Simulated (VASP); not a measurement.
Level of theory: PBE GGA, VASP's PBE PAW potentials (set 64) (plane waves; VASP 6.6.1).

VASP ran on this input.

File KPOINTS:
```
Regular mesh
0
gamma
16 16 16
```

### POSCAR
```
Li
1
   -1.5780238250     1.5780238250     1.5780238250
    1.5780238250    -1.5780238250     1.5780238250
    1.5780238250     1.5780238250    -1.5780238250
Li
1
Direct
  0.0000000000   0.0000000000   0.0000000000
```

**INCAR**
```
SYSTEM = Li
PREC = Accurate; ENCUT = 620; LREAL = .FALSE.
LASPH = .TRUE.
EDIFF = 1E-6; NELM = 100; ALGO = Normal
ISMEAR = 1; SIGMA = 0.1
GGA = PE
IBRION = 2; NSW = 40; ISIF = 3
EDIFFG = -0.02; PSTRESS = 100
LWAVE = .FALSE.; LCHARG = .FALSE.
```

POTCAR, in this order: Li_sv (PBE.64 set). Program: vasp_std.

The resulting files:

File OSZICAR:
```
       N       E                     dE             d eps       ncg     rms          rms(c)
DAV:   1     0.895857615877E+00    0.89586E+00   -0.79922E+02  1475   0.471E+02
DAV:   2    -0.171338927212E+01   -0.26092E+01   -0.24408E+01  2070   0.620E+01
DAV:   3    -0.183716660055E+01   -0.12378E+00   -0.12354E+00  1845   0.979E+00
DAV:   4    -0.183899131678E+01   -0.18247E-02   -0.18247E-02  1870   0.119E+00
DAV:   5    -0.183901798572E+01   -0.26669E-04   -0.26669E-04  1855   0.973E-02    0.257E-01
DAV:   6    -0.183908175786E+01   -0.63772E-04   -0.55875E-04  2250   0.131E-01    0.171E-01
DAV:   7    -0.183949771758E+01   -0.41596E-03   -0.13985E-03  2000   0.242E-01    0.304E-02
DAV:   8    -0.183948408011E+01    0.13637E-04   -0.20207E-05  1605   0.580E-02    0.416E-03
DAV:   9    -0.183948124575E+01    0.28344E-05   -0.27701E-06  1990   0.161E-02    0.143E-03
DAV:  10    -0.183948016827E+01    0.10775E-05   -0.79195E-08   775   0.365E-03    0.954E-04
DAV:  11    -0.183948014151E+01    0.26758E-07   -0.26928E-08   750   0.202E-03
   1 F= -.85843255E+00 E0= -.85823212E+00  d E =-.858433E+00
       N       E                     dE             d eps       ncg     rms          rms(c)
DAV:   1    -0.181008254720E+01    0.29398E-01   -0.44730E-01  1920   0.737E+00    0.130E+00
DAV:   2    -0.180339548766E+01    0.66871E-02   -0.32410E-02  1700   0.184E+00    0.808E-01
DAV:   3    -0.179858424517E+01    0.48112E-02   -0.12932E-02  2685   0.789E-01    0.153E-01
DAV:   4    -0.179844971768E+01    0.13453E-03   -0.57740E-04  2280   0.233E-01    0.234E-02
DAV:   5    -0.179847290665E+01   -0.23189E-04   -0.65375E-05  1725   0.869E-02    0.342E-03
DAV:   6    -0.179847494926E+01   -0.20426E-05   -0.19849E-06  1455   0.190E-02    0.595E-04
DAV:   7    -0.179847413362E+01    0.81564E-06   -0.11910E-07   765   0.464E-03
   2 F= -.88292595E+00 E0= -.88271049E+00  d E =-.244934E-01
       N       E                     dE             d eps       ncg     rms          rms(c)
DAV:   1    -0.176392018218E+01    0.34555E-01   -0.31643E-01  1915   0.609E+00    0.109E+00
DAV:   2    -0.175855338924E+01    0.53668E-02   -0.15368E-02  1715   0.145E+00    0.656E-01
DAV:   3    -0.175538180086E+01    0.31716E-02   -0.85251E-03  2670   0.631E-01    0.962E-02
DAV:   4    -0.175532225547E+01    0.59545E-04   -0.21036E-04  2005   0.157E-01    0.168E-02
DAV:   5    -0.175534220546E+01   -0.19950E-04   -0.42187E-05  1700   0.674E-02    0.128E-03
DAV:   6    -0.175534132050E+01    0.88496E-06   -0.14766E-06  1190   0.165E-02
   3 F= -.89051014E+00 E0= -.89026972E+00  d E =-.320776E-01
       N       E                     dE             d eps       ncg     rms          rms(c)
DAV:   1    -0.174888580932E+01    0.64564E-02   -0.57150E-03  1930   0.794E-01    0.146E-01
DAV:   2    -0.174879072681E+01    0.95083E-04   -0.26048E-04  1810   0.171E-01    0.880E-02
DAV:   3    -0.174872767495E+01    0.63052E-04   -0.14982E-04  2530   0.832E-02    0.123E-02
DAV:   4    -0.174872522618E+01    0.24488E-05   -0.53018E-06  1320   0.238E-02    0.304E-03
DAV:   5    -0.174872695169E+01   -0.17255E-05   -0.90090E-07   780   0.109E-02    0.593E-04
DAV:   6    -0.174872674414E+01    0.20755E-06   -0.25622E-07   730   0.708E-03
   4 F= -.89062461E+00 E0= -.89037959E+00  d E =-.321921E-01
```

File OUTCAR:
```
------------------------ aborting loop because EDIFF is reached ----------------------------------------
  FORCE on cell =-STRESS in cart. coord.  units (eV):
  Direction    XX          YY          ZZ          XY          YZ          ZX
  --------------------------------------------------------------------------------------
  Total        0.8579286      0.8579286      0.8579286      0.0000000      0.0000000      0.0000000
  in kB       99.9797730     99.9797730     99.9797730      0.0000000      0.0000000      0.0000000
  external PRESSURE =      -0.0202270 kB  Pullay stress =     100.0000000 kB
  volume of cell :       13.75
      direct lattice vectors                 reciprocal lattice vectors
    -1.509141137  1.509141137  1.509141137     0.000000000  0.331314274  0.331314274
     1.509141137 -1.509141137  1.509141137     0.331314274  0.000000000  0.331314274
     1.509141137  1.509141137 -1.509141137     0.331314274  0.331314274  0.000000000
 POSITION                                       TOTAL-FORCE (eV/Angst)
 -----------------------------------------------------------------------------------
      1.50914      1.50914      1.50914         0.000000      0.000000     -0.000000
 -----------------------------------------------------------------------------------
    total drift:                               -0.000000     -0.000000      0.000000
  FREE ENERGIE OF THE ION-ELECTRON SYSTEM (eV)
  ---------------------------------------------------
  free  energy   TOTEN  =        -1.7487267441 eV

  energy  without entropy=       -1.7479916725  energy(sigma->0) =       -1.74848172
  enthalpy is  TOTEN    =        -0.8906246119 eV   P V=        0.8581021322

 reached required accuracy - stopping structural energy minimisation
```
(Selected blocks of OUTCAR.)

File CONTCAR:
```
Li
   1.00000000000000
    -1.5091411366146441    1.5091411366146441    1.5091411366146441
     1.5091411366146441   -1.5091411366146441    1.5091411366146441
     1.5091411366146441    1.5091411366146441   -1.5091411366146441
  Li
     1
Direct
     1.0000000000000000    1.0000000000000000    1.0000000000000000
```

OUTCAR:
```
 val. band max:        1.9198424302   @ k =   0.2500   0.2500   0.0000

 cond. band min:       1.9364061444   @ k =   0.3125   0.1875   0.0000


 Fermi energy:         1.9237230299

 k-point     1 :       0.0000    0.0000    0.0000
  band No.  band energies     occupation
      1     -44.0388      2.00000
      2      -2.0880      2.00000
      3      21.1393      0.00000
      4      21.1393      0.00000
      5      21.1393      0.00000

 k-point     2 :       0.0625    0.0000    0.0000
  band No.  band energies     occupation
      1     -44.0357      2.00000
      2      -2.0069      2.00000
      3      20.4498      0.00000
      4      20.6063      0.00000
      5      20.9465      0.00000

 k-point     3 :       0.1250    0.0000    0.0000
  band No.  band energies     occupation
      1     -44.0268      2.00000
      2      -1.7623      2.00000
      3      18.4428      0.00000
      4      19.5059      0.00000
      5      20.4050      0.00000

 k-point     4 :       0.1875    0.0000    0.0000
  band No.  band energies     occupation
      1     -44.0134      2.00000
      2      -1.3512      2.00000
      3      15.8631      0.00000
      4      18.3566      0.00000
      5      19.6547      0.00000

 k-point     5 :       0.2500    0.0000    0.0000
  band No.  band energies     occupation
      1     -43.9976      2.00000
      2      -0.7740      2.00000
      3      13.2931      0.00000
      4      17.3424      0.00000
      5      18.8762      0.00000

 k-point     6 :       0.3125    0.0000    0.0000
  band No.  band energies     occupation
      1     -43.9818      2.00000
      2      -0.0410      2.00000
      3      10.9353      0.00000
      4      16.5262      0.00000
      5      18.1951      0.00000

 k-point     7 :       0.3750    0.0000    0.0000
  band No.  band energies     occupation
      1     -43.9685      2.00000
      2       0.8083      2.00000
      3       8.8969      0.00000
...
```

Energy and stress use the plane-wave basis of the starting cell.

The compound is Li in the bcc structure. This run relaxes it under an external pressure of 10 GPa. Symmetry was kept, so distortions that lower it aren't found.
